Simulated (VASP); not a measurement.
VASP input:

INCAR:
```
LASPH = .TRUE.
ISIF = 2
LWAVE = .FALSE.
SYSTEM = GaAs
LCHARG = .FALSE.
ENCUT = 240
ALGO = Normal
LMAXMIX = 4
EDIFF = 1E-03
NELM = 100   # most electronic steps
LREAL = .FALSE.   # projection in real space or not
PREC = Accurate
GGA = RE
ISMEAR = -1
SIGMA = 0.136   # width (eV)
```

File KPOINTS:
```
Automatic mesh
0
Gamma
6 6 6
0 0 0
```

POSCAR:
```
GaAs
1
    0.0000000000     2.8972280000     2.8972280000
    2.8972280000     0.0000000000     2.8972280000
    2.8972280000     2.8972280000     0.0000000000
Ga As
1 1
Direct
  0.0000000000   0.0000000000   0.0000000000
  0.2500000000   0.2500000000   0.2500000000
```

POTCAR, in this order: Ga_d As (PBE.64 set). Program: vasp_std.

Task: Write an equivalent input for Quantum ESPRESSO's pw.x.

Result: One equivalent input (not run):
```
&CONTROL
  calculation = 'scf'
  pseudo_dir = './pseudo'
  outdir = './out'
  tprnfor = .true.
  tstress = .true.
/
&SYSTEM
  ibrav = 0
  nat = 2
  ntyp = 2
  ecutwfc = 84
  occupations = 'smearing'
  smearing = 'fermi-dirac'
  degauss = 0.009996
  input_dft = 'revpbe'
/
&ELECTRONS
  conv_thr = 7.3e-05
  electron_maxstep = 100
/
ATOMIC_SPECIES
  Ga 69.723 Ga.upf
  As 74.922 As.upf
CELL_PARAMETERS angstrom
     0.0000000    2.8972280    2.8972280
     2.8972280    0.0000000    2.8972280
     2.8972280    2.8972280    0.0000000
ATOMIC_POSITIONS crystal
  Ga   0.0000000  0.0000000  0.0000000
  As   0.2500000  0.2500000  0.2500000
K_POINTS automatic
  6 6 6 0 0 0
```
The two are equivalent in intent, not identical: the potentials are each code's own (VASP's PAW set, PseudoDojo norm-conserving files in pw.x), so ENCUT and ecutwfc are chosen apart and not converted; conv_thr bounds pw.x's estimated SCF error, while EDIFF bounds the energy change between steps.

The structure comes from a computed database's GaAs entry; how it stands against other phases isn't given here. The cell was not relaxed at this level. The k-mesh is coarse (spacing up to 0.31 per Å, 2π included), so the numbers may not be converged in it. The run is one of a series of settings (EDIFF = 1E-03, ENCUT = 240, SIGMA = 0.136, KPOINTS 6×6×6 Γ-centred mesh against the base run), some of them coarse on purpose.
